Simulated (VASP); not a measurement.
## NaF (Villiaumite): the band gap, functional by functional

Aim: the gap of NaF (Villiaumite) on one structure at many levels of theory. The starting structure is a measured crystal structure from the Crystallography Open Database. Cell and atoms stay as given. Meshes and data sets differ where the inputs say so.

Main program and level: VASP 6.6.1; Kohn-Sham DFT with plane waves and PAW; LDA, PBE, r2SCAN, TB-mBJ, HSE06, PBE0 and r2SCAN-EpsX.

## (1) The structure

It takes space group Fm-3m (No. 225, cubic). The conventional cell has a = 4.640 Å, b = 4.640 Å, c = 4.640 Å, α = 90.00°, β = 90.00°, γ = 90.00°. Na has 6 F at 2.32 Å nearest. Nearest to F lie 6 Na at 2.32 Å. Farther neighbours and most contacts between anions are not listed.

Structure file:

```cif
data_structure
_symmetry_space_group_name_H-M 'Fm-3m'
_symmetry_Int_Tables_number 225
_cell_length_a 4.6400
_cell_length_b 4.6400
_cell_length_c 4.6400
_cell_angle_alpha 90.000
_cell_angle_beta 90.000
_cell_angle_gamma 90.000
_cell_volume 99.90
loop_
_atom_site_label
_atom_site_type_symbol
_atom_site_symmetry_multiplicity
_atom_site_Wyckoff_symbol
_atom_site_fract_x
_atom_site_fract_y
_atom_site_fract_z
_atom_site_occupancy
Na1 Na 4 a 0.00000 0.00000 0.00000 1
F1 F 4 b 0.50000 0.00000 0.00000 1
```

## (2) Bands with LDA

LDA, the lowest rung, knows the local density alone.

INCAR

```
SYSTEM = NaF
PREC = Accurate
ENCUT = 460
EDIFF = 1E-06
NELM = 100
ISMEAR = 0
SIGMA = 0.03
LREAL = .FALSE.
ALGO = Normal
GGA = CA
NBANDS = 19
LORBIT = 11
LWAVE = .FALSE.
LCHARG = .FALSE.
KPAR = 4
LASPH = .TRUE.
```

POSCAR

```
NaF
1.0
    0.0000000000      2.3200000000      2.3200000000
    2.3200000000      0.0000000000      2.3200000000
    2.3200000000      2.3200000000      0.0000000000
Na F
1 1
Direct
    0.0000000000      0.0000000000      0.0000000000
    0.5000000000      0.5000000000      0.5000000000
```

KPOINTS

```
Automatic mesh
0
Gamma
8 8 8
0 0 0
```

KPOINTS_OPT

```
Line mode
10
Line-mode
Reciprocal
  0.00000000   0.00000000   0.00000000 GAMMA
  0.50000000   0.00000000   0.50000000 X

  0.50000000   0.00000000   0.50000000 X
  0.50000000   0.25000000   0.75000000 W

  0.50000000   0.25000000   0.75000000 W
  0.37500000   0.37500000   0.75000000 K

  0.37500000   0.37500000   0.75000000 K
  0.00000000   0.00000000   0.00000000 GAMMA

  0.00000000   0.00000000   0.00000000 GAMMA
  0.50000000   0.50000000   0.50000000 L

  0.50000000   0.50000000   0.50000000 L
  0.62500000   0.25000000   0.62500000 U

  0.62500000   0.25000000   0.62500000 U
  0.50000000   0.25000000   0.75000000 W

  0.50000000   0.25000000   0.75000000 W
  0.50000000   0.50000000   0.50000000 L

  0.50000000   0.50000000   0.50000000 L
  0.37500000   0.37500000   0.75000000 K

  0.62500000   0.25000000   0.62500000 U
  0.50000000   0.00000000   0.50000000 X
```

Potentials, in the order of the species: Na_pv and F (LDA family, release 64).

Launch:

```console
mpirun -np 4 vasp_std
```

The program printed:

```text
[banner, memory and clock lines left out]
running    4 mpi-ranks, on    1 nodes
 distrk:  each k-point on    1 cores,    4 groups
 distr:  one band on    1 cores,    1 groups

 POSCAR found type information on POSCAR NaF
 POSCAR found :  2 types and       2 ions
 LDA part: xc-table for (Slater(with rela. corr.)+CA(PZ))
 , standard interpolation
 POSCAR, INCAR and KPOINTS ok, starting setup
 FFT: planning ... GRIDC
 FFT: planning ... GRID_SOFT
 FFT: planning ... GRID
 WAVECAR not read
 entering main loop
       N       E                     dE             d eps       ncg     rms          rms(c)
DAV:   1     0.998027641709E+02    0.99803E+02   -0.63209E+03  1140   0.810E+02
DAV:   2    -0.536531385299E+01   -0.10517E+03   -0.98165E+02  1215   0.251E+02
DAV:   3    -0.101213374759E+02   -0.47560E+01   -0.47395E+01  1271   0.498E+01
DAV:   4    -0.101526397621E+02   -0.31302E-01   -0.31297E-01  1269   0.408E+00
DAV:   5    -0.101528193172E+02   -0.17956E-03   -0.17955E-03  1252   0.305E-01    0.503E+00
DAV:   6    -0.935303936427E+01    0.79978E+00   -0.21585E+00  1273   0.108E+01    0.181E+00
DAV:   7    -0.932335564018E+01    0.29684E-01   -0.35106E-02  1209   0.147E+00    0.988E-01
DAV:   8    -0.930718578778E+01    0.16170E-01   -0.24482E-02  1164   0.243E+00    0.157E-01
DAV:   9    -0.930713840025E+01    0.47388E-04   -0.17482E-03  1272   0.311E-01    0.835E-02
DAV:  10    -0.930710136640E+01    0.37034E-04   -0.31827E-04  1240   0.130E-01    0.911E-03
DAV:  11    -0.930709986219E+01    0.15042E-05   -0.13734E-05  1412   0.651E-02    0.349E-03
DAV:  12    -0.930709975313E+01    0.10906E-06   -0.11728E-06   946   0.103E-02
   1 F= -.93070998E+01 E0= -.93070998E+01  d E =-.136025E-40
 Start KPOINTS_OPT (optional k-point list driver)
k-point batch [1-29\100]
       N       E                     dE             ncg
DAV:   1    -0.228586152185E+04   -0.16093E+05     1113
DAV:   2    -0.534386400695E+04   -0.30580E+04     1199
DAV:   3    -0.549139273362E+04   -0.14753E+03     1394
DAV:   4    -0.549244087351E+04   -0.10481E+01     1312
DAV:   5    -0.549244549108E+04   -0.46176E-02     1348
DAV:   6    -0.549244553159E+04   -0.40514E-04     1350
DAV:   7    -0.549244553200E+04   -0.41217E-06     1129
[...]
k-point batch [88-100\100]
       N       E                     dE             ncg
DAV:   1     0.715195504776E+04   -0.86001E+04      513
DAV:   2     0.578476293754E+04   -0.13672E+04      593
DAV:   3     0.571729333646E+04   -0.67470E+02      594
DAV:   4     0.571679278101E+04   -0.50056E+00      580
DAV:   5     0.571679023346E+04   -0.25475E-02      596
DAV:   6     0.571679020890E+04   -0.24561E-04      652
DAV:   7     0.571679020863E+04   -0.27055E-06      476
```

Elapsed: 8.4 s, on 4 MPI ranks of AMD EPYC 7R43, shared host; peak memory 0.37 GiB.

The logs omit lines about the potential files and the build; timing stands in the text.

From OUTCAR (step 2):

```text
ion  position               nearest neighbor table
   1  0.000  0.000  0.000-   2 2.32   2 2.32   2 2.32   2 2.32   2 2.32   2 2.32
   2  0.500  0.500  0.500-   1 2.32   1 2.32   1 2.32   1 2.32   1 2.32   1 2.32

  LATTYP: Found a face centered cubic cell.
 ALAT       =     4.6400000000

 Subroutine GETGRP returns: Found 48 space group operations
 (whereof 48 operations were pure point group operations)

The static configuration has the point symmetry O_h .

 Found     29 irreducible k-points:

   k-points           NKPTS =     29   k-points in BZ     NKDIM =     29   number of bands    NBANDS=     19

   dimension x,y,z NGX =    24 NGY =   24 NGZ =   24
   dimension x,y,z NGXF=    48 NGYF=   48 NGZF=   48

   ENCUT  =  460.0 eV  33.81 Ry    5.81 a.u.   5.74  5.74  5.74*2*pi/ulx,y,z

   NELECT =      14.0000    total number of electrons

 k-points in reciprocal lattice and weights: Automatic mesh
   0.00000000  0.00000000  0.00000000       0.002
   0.12500000  0.00000000  0.00000000       0.016
   0.25000000  0.00000000  0.00000000       0.016
   0.37500000  0.00000000  0.00000000       0.016
   0.50000000  0.00000000  0.00000000       0.008
   0.12500000  0.12500000  0.00000000       0.012
   0.25000000  0.12500000  0.00000000       0.047
   0.37500000  0.12500000  0.00000000       0.047
   0.50000000  0.12500000  0.00000000       0.047
[...]
-0.37500000  0.50000000  0.12500000       0.023
  -0.25000000  0.50000000  0.25000000       0.012

 average (electrostatic) potential at core
       1 -45.7270       2 -77.4905

 E-fermi :  -2.2565

 k-point     1 :       0.0000    0.0000    0.0000
  band No.  band energies     occupation
    ...
      3     -21.3015      2.00000
      4     -21.2809      2.00000
      5      -2.5329      2.00000
      6      -2.5329      2.00000
      7      -2.5329      2.00000
      8       3.4067      0.00000
      9      15.9800      0.00000
     10      15.9800      0.00000
     11      15.9800      0.00000
     12      18.7819      0.00000
    ...

 k-point     2 :       0.1250    0.0000    0.0000
  band No.  band energies     occupation
    ...
      3     -21.3035      2.00000
      4     -20.9559      2.00000
      5      -2.8455      2.00000
      6      -2.5726      2.00000
      7      -2.5726      2.00000
      8       3.9599      0.00000
      9      14.2378      0.00000
     10      16.2167      0.00000
     11      16.2167      0.00000
     12      20.4202      0.00000
    ...

 k-point     3 :       0.2500    0.0000    0.0000
  band No.  band energies     occupation
    ...
      3     -21.3081      2.00000
      4     -20.6517      2.00000
      5      -3.4716      2.00000
      6      -2.6669      2.00000
      7      -2.6669      2.00000
      8       5.2772      0.00000
      9      12.1566      0.00000
     10      16.7355      0.00000
     11      16.7355      0.00000
     12      19.7516      0.00000
    ...

  Total       -0.9144857     -0.9144857     -0.9144857      0.0000000     -0.0000000      0.0000000
  in kB      -58.6669557    -58.6669557    -58.6669557      0.0000000     -0.0000000      0.0000000
  external PRESSURE =     -58.6669557 kB  Pullay stress =       0.0000000 kB

  energy-cutoff  :      460.00
  volume of cell :       24.97
      direct lattice vectors                 reciprocal lattice vectors
     0.000000000  2.320000000  2.320000000    -0.215517241  0.215517241  0.215517241
     2.320000000  0.000000000  2.320000000     0.215517241 -0.215517241  0.215517241
     2.320000000  2.320000000  0.000000000     0.215517241  0.215517241 -0.215517241

 POSITION                                       TOTAL-FORCE (eV/Angst)
 -----------------------------------------------------------------------------------
      0.00000      0.00000      0.00000         0.000000     -0.000000      0.000000
      2.32000      2.32000      2.32000         0.000000      0.000000     -0.000000
 -----------------------------------------------------------------------------------
    total drift:                                0.000000     -0.000000      0.000000

  FREE ENERGIE OF THE ION-ELECTRON SYSTEM (eV)
  ---------------------------------------------------
  free  energy   TOTEN  =        -9.3070997531 eV

  energy  without entropy=       -9.3070997531  energy(sigma->0) =       -9.30709975

 total charge
# of ion       s       p       d       tot
------------------------------------------
    1        0.052   5.993   0.000   6.045
    2        1.729   4.354   0.000   6.083
--------------------------------------------------
tot          1.781  10.347   0.000  12.128

[... 3 further parts left out ...]
```

At this level the cell is under a tension of 5.9 GPa, so at these settings it is away from equilibrium.

LDA gives a direct gap of 5.940 eV.

## (3) Bands with PBE

PBE, the usual starting point, adds the gradient of the density.

INCAR: that of step 2 with these lines changed.

```diff
@@ -9,3 +9,3 @@
 ALGO = Normal
-GGA = CA
+GGA = PE
 NBANDS = 19
```

POSCAR is that of step 2.

KPOINTS is that of step 2.

KPOINTS_OPT is that of step 2.

PAW data sets: Na_pv and F (PBE family, release 64).

Launch:

```console
mpirun -np 4 vasp_std
```

The program printed:

```text
[banner, memory and clock lines left out]
running    4 mpi-ranks, on    1 nodes
[...]
LDA part: xc-table for (Slater+PW92), standard interpolation
 POSCAR, INCAR and KPOINTS ok, starting setup
[...]
entering main loop
       N       E                     dE             d eps       ncg     rms          rms(c)
DAV:   1     0.100497192057E+03    0.10050E+03   -0.63492E+03  1164   0.828E+02
DAV:   2    -0.451002192809E+01   -0.10501E+03   -0.97992E+02  1231   0.258E+02
DAV:   3    -0.942504498356E+01   -0.49150E+01   -0.48985E+01  1276   0.509E+01
DAV:   4    -0.945806467506E+01   -0.33020E-01   -0.33015E-01  1269   0.422E+00
[...]
DAV:  10    -0.856773254720E+01   -0.49417E-04   -0.50754E-04  1186   0.195E-01    0.124E-02
DAV:  11    -0.856773485383E+01   -0.23066E-05   -0.19329E-05  1275   0.574E-02    0.410E-03
DAV:  12    -0.856773523161E+01   -0.37778E-06   -0.15473E-06  1177   0.122E-02
   1 F= -.85677352E+01 E0= -.85677352E+01  d E =-.849082E-34
 Start KPOINTS_OPT (optional k-point list driver)
k-point batch [1-29\100]
       N       E                     dE             ncg
DAV:   1    -0.210439717673E+04   -0.15911E+05     1113
DAV:   2    -0.521354210666E+04   -0.31091E+04     1207
DAV:   3    -0.536946997598E+04   -0.15593E+03     1362
DAV:   4    -0.537067570935E+04   -0.12057E+01     1330
DAV:   5    -0.537068152972E+04   -0.58204E-02     1322
DAV:   6    -0.537068158654E+04   -0.56825E-04     1322
DAV:   7    -0.537068158720E+04   -0.65186E-06     1126
[...]
k-point batch [88-100\100]
       N       E                     dE             ncg
DAV:   1     0.721319818931E+04   -0.85388E+04      529
DAV:   2     0.584147640453E+04   -0.13717E+04      638
DAV:   3     0.577221291457E+04   -0.69263E+02      576
DAV:   4     0.577165932747E+04   -0.55359E+00      588
DAV:   5     0.577165610471E+04   -0.32228E-02      582
DAV:   6     0.577165606850E+04   -0.36211E-04      625
DAV:   7     0.577165606806E+04   -0.43821E-06      488
```

Wall time 8.2 s (4 MPI ranks); peak memory 0.41 GiB.

OUTCAR, selected parts (step 3):

```text
  Total        0.0750501      0.0750501      0.0750501      0.0000000      0.0000000      0.0000000
  in kB        4.8146859      4.8146859      4.8146859      0.0000000      0.0000000      0.0000000
  external PRESSURE =       4.8146859 kB  Pullay stress =       0.0000000 kB

 POSITION                                       TOTAL-FORCE (eV/Angst)
 -----------------------------------------------------------------------------------
      0.00000      0.00000      0.00000         0.000000      0.000000      0.000000
      2.32000      2.32000      2.32000        -0.000000     -0.000000     -0.000000
 -----------------------------------------------------------------------------------
    total drift:                                0.000000     -0.000000      0.000000

  FREE ENERGIE OF THE ION-ELECTRON SYSTEM (eV)
  ---------------------------------------------------
  free  energy   TOTEN  =        -8.5677352316 eV

  energy  without entropy=       -8.5677352316  energy(sigma->0) =       -8.56773523

[... 2 parts as in an earlier step ...]

[... 1 further part left out ...]
[key lines of the parts left out:]
E-fermi :  -1.8560
```

PBE gives a direct gap of 6.281 eV. The least gap is +0.342 eV from that of LDA.

## (4) Bands with r2SCAN

r2SCAN adds the kinetic-energy density, costs more than a GGA and is run with LASPH.

INCAR: that of step 3 with these lines changed.

```diff
@@ -9,3 +9,4 @@
 ALGO = Normal
-GGA = PE
+METAGGA = R2SCAN
+LASPH = .TRUE.
 NBANDS = 19
@@ -15,2 +16 @@
 KPAR = 4
-LASPH = .TRUE.
```

POSCAR is that of step 3.

KPOINTS is that of step 3.

KPOINTS_OPT is that of step 3.

Launch:

```console
mpirun -np 4 vasp_std
```

The program printed:

```text
[banner, memory and clock lines left out]
running    4 mpi-ranks, on    1 nodes
[...]
|                                                                             |
|               ----> ADVICE to this user running VASP <----                  |
|                                                                             |
|     You enforced a specific xc type in the INCAR file but a different       |
|     [... a line on the potential file left out ...]
|     I HOPE YOU KNOW WHAT YOU ARE DOING!                                     |
|                                                                             |

 LDA part: xc-table for (None), standard interpolation
 POSCAR, INCAR and KPOINTS ok, starting setup
[...]
entering main loop
       N       E                     dE             d eps       ncg     rms          rms(c)
DAV:   1     0.984783324908E+02    0.98478E+02   -0.64723E+03  1156   0.848E+02
DAV:   2    -0.110146849315E+02   -0.10949E+03   -0.10218E+03  1202   0.268E+02
[...]
DAV:  13    -0.126025594600E+02    0.85013E-05   -0.54769E-06  1221   0.176E-02    0.251E-03
DAV:  14    -0.126025577830E+02    0.16770E-05   -0.11473E-07   677   0.249E-03    0.169E-03
DAV:  15    -0.126025570769E+02    0.70610E-06   -0.81929E-08   626   0.230E-03
   1 F= -.12602557E+02 E0= -.12602557E+02  d E =-.217742E-16
 Start KPOINTS_OPT (optional k-point list driver)
k-point batch [1-29\100]
       N       E                     dE             ncg
DAV:   1    -0.238804909416E+04   -0.16195E+05     1119
DAV:   2    -0.563285004656E+04   -0.32448E+04     1194
DAV:   3    -0.578973129664E+04   -0.15688E+03     1370
DAV:   4    -0.579095131294E+04   -0.12200E+01     1328
DAV:   5    -0.579095722499E+04   -0.59121E-02     1335
DAV:   6    -0.579095728615E+04   -0.61163E-04     1356
DAV:   7    -0.579095728690E+04   -0.74839E-06     1116
[...]
k-point batch [88-100\100]
       N       E                     dE             ncg
DAV:   1     0.708507287617E+04   -0.86669E+04      537
DAV:   2     0.565435150930E+04   -0.14307E+04      638
DAV:   3     0.558382391258E+04   -0.70528E+02      582
DAV:   4     0.558325258432E+04   -0.57133E+00      580
DAV:   5     0.558324942330E+04   -0.31610E-02      573
DAV:   6     0.558324938564E+04   -0.37661E-04      633
DAV:   7     0.558324938512E+04   -0.52149E-06      520
```

It took 35 s on 4 MPI ranks; peak memory 0.46 GiB; 2.3 min of CPU time.

From OUTCAR (step 4):

```text
  Total       -0.5075376     -0.5075376     -0.5075376      0.0000000      0.0000000     -0.0000000
  in kB      -32.5600362    -32.5600362    -32.5600362      0.0000000      0.0000000     -0.0000000
  external PRESSURE =     -32.5600362 kB  Pullay stress =       0.0000000 kB

  FREE ENERGIE OF THE ION-ELECTRON SYSTEM (eV)
  ---------------------------------------------------
  free  energy   TOTEN  =       -12.6025570769 eV

  energy  without entropy=      -12.6025570769  energy(sigma->0) =      -12.60255708

[... 3 parts as in an earlier step ...]

[... 1 further part left out ...]
[key lines of the parts left out:]
E-fermi :  -2.5829
```

r2SCAN gives a direct gap of 7.152 eV. The least gap is +1.212 eV from that of LDA.

## (5) Bands with TB-mBJ

TB-mBJ is a local potential fitted to gaps: it costs far less than a hybrid but gives no energy. Its energies, forces and stress mean nothing.

INCAR: that of step 4 with these lines changed.

```diff
@@ -4,3 +4,3 @@
 EDIFF = 1E-06
-NELM = 100
+NELM = 150
 ISMEAR = 0
@@ -9,3 +9,3 @@
 ALGO = Normal
-METAGGA = R2SCAN
+METAGGA = MBJ
 LASPH = .TRUE.
```

POSCAR is that of step 4.

KPOINTS is that of step 4.

KPOINTS_OPT is that of step 4.

Launch:

```console
mpirun -np 4 vasp_std
```

The program printed:

```text
[banner, memory and clock lines left out]
running    4 mpi-ranks, on    1 nodes
[...]
[... a notice as in an earlier step ...]

 LDA part: xc-table for (None), standard interpolation
 POSCAR, INCAR and KPOINTS ok, starting setup
[...]
entering main loop
       N       E                     dE             d eps       ncg     rms          rms(c)
DAV:   1     0.137585696149E+03    0.13759E+03   -0.61687E+03  1140   0.813E+02
DAV:   2     0.319563715294E+02   -0.10563E+03   -0.97563E+02  1189   0.256E+02
DAV:   3     0.271856287648E+02   -0.47707E+01   -0.47525E+01  1316   0.499E+01
DAV:   4     0.271544478261E+02   -0.31181E-01   -0.31176E-01  1296   0.405E+00
[...]
DAV:  83     0.296455347822E+02    0.19969E-04   -0.67768E-11   578   0.831E-05    0.178E-06
DAV:  84     0.296455335363E+02   -0.12459E-05   -0.66210E-11   572   0.623E-05    0.117E-05
DAV:  85     0.296455343899E+02    0.85362E-06   -0.12511E-11   578   0.266E-05
   1 F= 0.29645534E+02 E0= 0.29645534E+02  d E =-.108450E-42
 Start KPOINTS_OPT (optional k-point list driver)
k-point batch [1-29\100]
       N       E                     dE             ncg
DAV:   1    -0.109977973668E+04   -0.14907E+05     1119
DAV:   2    -0.443558509563E+04   -0.33358E+04     1186
DAV:   3    -0.459816828098E+04   -0.16258E+03     1340
DAV:   4    -0.459954046886E+04   -0.13722E+01     1280
DAV:   5    -0.459955102595E+04   -0.10557E-01     1225
DAV:   6    -0.459955118541E+04   -0.15946E-03     1312
DAV:   7    -0.459955118848E+04   -0.30729E-05     1183
DAV:   8    -0.459955118860E+04   -0.12635E-06      989
[...]
k-point batch [88-100\100]
       N       E                     dE             ncg
DAV:   1     0.765636715612E+04   -0.80956E+04      540
DAV:   2     0.619474262029E+04   -0.14616E+04      593
DAV:   3     0.612069598279E+04   -0.74047E+02      565
DAV:   4     0.612004404887E+04   -0.65193E+00      562
DAV:   5     0.612003874538E+04   -0.53035E-02      561
DAV:   6     0.612003865759E+04   -0.87792E-04      592
DAV:   7     0.612003865575E+04   -0.18362E-05      565
DAV:   8     0.612003865569E+04   -0.55662E-07      442
```

Wall time 39 s (4 MPI ranks); peak memory 0.46 GiB; 2.5 min of CPU time.

OUTCAR, selected parts (step 5):

```text
  Total      -62.1843769    -62.1843769    -62.1843769      0.0000000      0.0000000      0.0000000
  in kB    -3989.3112232  -3989.3112232  -3989.3112232      0.0000000      0.0000000      0.0000000
  external PRESSURE =   -3989.3112232 kB  Pullay stress =       0.0000000 kB

 POSITION                                       TOTAL-FORCE (eV/Angst)
 -----------------------------------------------------------------------------------
      0.00000      0.00000      0.00000         0.000000     -0.000000      0.000000
      2.32000      2.32000      2.32000        -0.000000      0.000000      0.000000
 -----------------------------------------------------------------------------------
    total drift:                                0.000000     -0.000000      0.000000

  FREE ENERGIE OF THE ION-ELECTRON SYSTEM (eV)
  ---------------------------------------------------
  free  energy   TOTEN  =        29.6455343899 eV

  energy  without entropy=       29.6455343899  energy(sigma->0) =       29.64553439

[... 2 parts as in an earlier step ...]

[... 1 further part left out ...]
[key lines of the parts left out:]
E-fermi :   0.6366
```

TB-mBJ gives a direct gap of 11.034 eV. The least gap is +5.095 eV from that of LDA.

[end of part 1 of 2]

[Lines on the potential files, build, host, timing and source positions are cut from VASP's logs without a mark.]

[Logs are printed without paths, hosts, clocks, repeated set-up lines and the standing remarks that a program may print on its own settings, such as how far it seeks lower states.]

[Hosts, paths, dates, database ids (printed as entryN), source tags and the programs' standing remarks are cut or masked in the printed files.]
